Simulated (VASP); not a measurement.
Calculation: r2SCAN meta-GGA, VASP's PBE PAW potentials (set 64) (plane waves; VASP).

VASP ran on this input.

**INCAR**
```
SYSTEM = Sn3Te2Se
PREC = Accurate; ENCUT = 400; LREAL = .False.
LASPH = .True.
EDIFF = 1E-6; NELM = 100; ALGO = Normal
LMAXMIX = 4; LMIXTAU = .True.
ISMEAR = 0; SIGMA = 0.05
METAGGA = R2SCAN
IBRION = 2; NSW = 60; ISIF = 3
EDIFFG = -0.02
LWAVE = .False.; LCHARG = .False.
```

**POSCAR**
```
Sn3Te2Se
1
    4.4233610781     0.0000000000     0.0000000000
   -2.2116805391     3.8307434651    -0.0000000000
   -0.0000000000     0.0000000000    10.8002234736
Sn Te Se
3 2 1
Direct
  0.0000000000   0.0000000000   0.5000000000
  0.3333330000   0.6666670000   0.1518851595
  0.6666670000   0.3333330000   0.8481148405
  0.3333330000   0.6666670000   0.6742255967
  0.6666670000   0.3333330000   0.3257744033
  0.0000000000   0.0000000000   0.0000000000
```

File KPOINTS:
```
Automatic mesh
0
Gamma
5 5 2
0 0 0
```

POTCAR, in this order: Sn_d Te Se (PBE.64 set). Program: vasp_std.

Output of the run:

File OSZICAR:
```
       N       E                     dE             d eps       ncg     rms          rms(c)
DAV:   1     0.409146849200E+03    0.40915E+03   -0.25053E+04   736   0.177E+03
DAV:   2    -0.704933120695E+02   -0.47964E+03   -0.47070E+03   736   0.475E+02
DAV:   3    -0.146846598968E+03   -0.76353E+02   -0.73750E+02   884   0.174E+02
DAV:   4    -0.150778665897E+03   -0.39321E+01   -0.39062E+01   836   0.417E+01
DAV:   5    -0.150912281687E+03   -0.13362E+00   -0.13343E+00   956   0.799E+00    0.734E+00
DAV:   6    -0.147188307709E+03    0.37240E+01   -0.22500E+00  1000   0.162E+01    0.529E+00
DAV:   7    -0.140241776980E+03    0.69465E+01   -0.19999E+00   740   0.735E+00    0.144E+00
DAV:   8    -0.141077342404E+03   -0.83557E+00   -0.20480E+00   752   0.759E+00    0.141E+00
DAV:   9    -0.140979597748E+03    0.97745E-01   -0.11804E-01   824   0.236E+00    0.775E-01
DAV:  10    -0.140980546178E+03   -0.94843E-03   -0.15176E-02   836   0.665E-01    0.534E-01
DAV:  11    -0.141181608388E+03   -0.20106E+00   -0.19416E-01   736   0.253E+00    0.299E-01
DAV:  12    -0.141181094600E+03    0.51379E-03   -0.14321E-02   916   0.596E-01    0.244E-01
DAV:  13    -0.141186423461E+03   -0.53289E-02   -0.11950E-03   776   0.190E-01    0.199E-01
DAV:  14    -0.141189956954E+03   -0.35335E-02   -0.73030E-03   808   0.498E-01    0.225E-01
DAV:  15    -0.141191986305E+03   -0.20294E-02   -0.39849E-03   768   0.485E-01    0.364E-01
DAV:  16    -0.141192424460E+03   -0.43815E-03   -0.80568E-04   768   0.209E-01    0.276E-01
DAV:  17    -0.141192153050E+03    0.27141E-03   -0.39345E-04   884   0.131E-01    0.169E-01
DAV:  18    -0.141192121035E+03    0.32016E-04   -0.43444E-04   788   0.107E-01    0.698E-02
DAV:  19    -0.141192091561E+03    0.29474E-04   -0.25577E-04   844   0.887E-02    0.148E-02
DAV:  20    -0.141192123236E+03   -0.31676E-04   -0.57151E-05   812   0.498E-02    0.167E-02
DAV:  21    -0.141192118431E+03    0.48049E-05   -0.16158E-05   704   0.269E-02    0.441E-03
DAV:  22    -0.141192122927E+03   -0.44959E-05   -0.66133E-06   684   0.176E-02    0.730E-03
DAV:  23    -0.141192122910E+03    0.17430E-07   -0.79154E-07   448   0.637E-03
   1 F= -.14119212E+03 E0= -.14119156E+03  d E =-.141192E+03
       N       E                     dE             d eps       ncg     rms          rms(c)
DAV:   1    -0.141194159203E+03   -0.20363E-02   -0.55601E-02   888   0.223E+00    0.265E-01
DAV:   2    -0.141192733049E+03    0.14262E-02   -0.37597E-03   932   0.728E-01    0.125E-01
DAV:   3    -0.141192391658E+03    0.34139E-03   -0.13202E-03   936   0.377E-01    0.396E-02
DAV:   4    -0.141192320754E+03    0.70903E-04   -0.38969E-04   752   0.132E-01    0.173E-02
DAV:   5    -0.141192412282E+03   -0.91528E-04   -0.12565E-04   744   0.693E-02    0.837E-03
DAV:   6    -0.141192415072E+03   -0.27898E-05   -0.81447E-06   784   0.189E-02    0.477E-03
DAV:   7    -0.141192413301E+03    0.17716E-05   -0.19553E-06   568   0.994E-03    0.148E-03
DAV:   8    -0.141192416241E+03   -0.29402E-05   -0.90983E-07   432   0.768E-03    0.822E-04
DAV:   9    -0.141192414402E+03    0.18389E-05   -0.40322E-07   416   0.495E-03    0.423E-04
DAV:  10    -0.141192416147E+03   -0.17454E-05   -0.13956E-07   408   0.301E-03    0.254E-04
DAV:  11    -0.141192415169E+03    0.97823E-06   -0.41661E-08   408   0.190E-03
   2 F= -.14119242E+03 E0= -.14119186E+03  d E =-.292259E-03
```

**OUTCAR**
```
------------------------ aborting loop because EDIFF is reached ----------------------------------------
  FORCE on cell =-STRESS in cart. coord.  units (eV):
  Direction    XX          YY          ZZ          XY          YZ          ZX
  --------------------------------------------------------------------------------------
  Total       -0.0456612     -0.0456612      0.0916656      0.0000000      0.0000000      0.0000000
  in kB       -0.3990479     -0.3990480      0.8010946      0.0000000      0.0000000      0.0000000
  external PRESSURE =       0.0009996 kB  Pullay stress =       0.0000000 kB
  volume of cell :      183.33
      direct lattice vectors                 reciprocal lattice vectors
     4.423456583 -0.000000000  0.000000000     0.226067552  0.130520148 -0.000000000
    -2.211728292  3.830826175 -0.000000000     0.000000000  0.261040296 -0.000000000
     0.000000000  0.000000000 10.818790174    -0.000000000 -0.000000000  0.092431777
 POSITION                                       TOTAL-FORCE (eV/Angst)
 -----------------------------------------------------------------------------------
      0.00000     -0.00000      5.40940        -0.000000      0.000000      0.000000
     -0.00000      2.55389      1.64358         0.000000     -0.000000      0.008041
      2.21173      1.27694      9.17521        -0.000000      0.000000     -0.008041
     -0.00000      2.55389      7.29376         0.000000     -0.000000     -0.009982
      2.21173      1.27694      3.52503         0.000000      0.000000      0.009982
      0.00000     -0.00000      0.00000        -0.000000      0.000000      0.000000
 -----------------------------------------------------------------------------------
    total drift:                                0.000000     -0.000000      0.000000
  FREE ENERGIE OF THE ION-ELECTRON SYSTEM (eV)
  ---------------------------------------------------
  free  energy   TOTEN  =      -141.1924151690 eV

  energy  without entropy=     -141.1913059294  energy(sigma->0) =     -141.19186055

 reached required accuracy - stopping structural energy minimisation
```
(Selected blocks of OUTCAR.)

### CONTCAR
```
Sn3Te2Se
   1.00000000000000
     4.4234565833407062   -0.0000000000000012    0.0000000000000000
    -2.2117282917203553    3.8308261750906438   -0.0000000000000000
     0.0000000000000000    0.0000000000000000   10.8187901744371278
  Sn              Te              Se
     3     2     1
Direct
     0.0000000000000000    0.0000000000000000    0.5000000000000000
     0.3333330000000032    0.6666669999999968    0.1519188933835178
     0.6666669999999968    0.3333330000000032    0.8480811066164822
     0.3333330000000032    0.6666669999999968    0.6741755934962268
     0.6666669999999968    0.3333330000000032    0.3258244065037732
     0.0000000000000000    0.0000000000000000    0.0000000000000000
```

The structure comes from a computed database's Sn3Te2Se entry (P-3m1); how it stands against other phases isn't given here. This run relaxes it. Symmetry was kept, so distortions that lower it aren't found. The start is the result of an earlier pass.
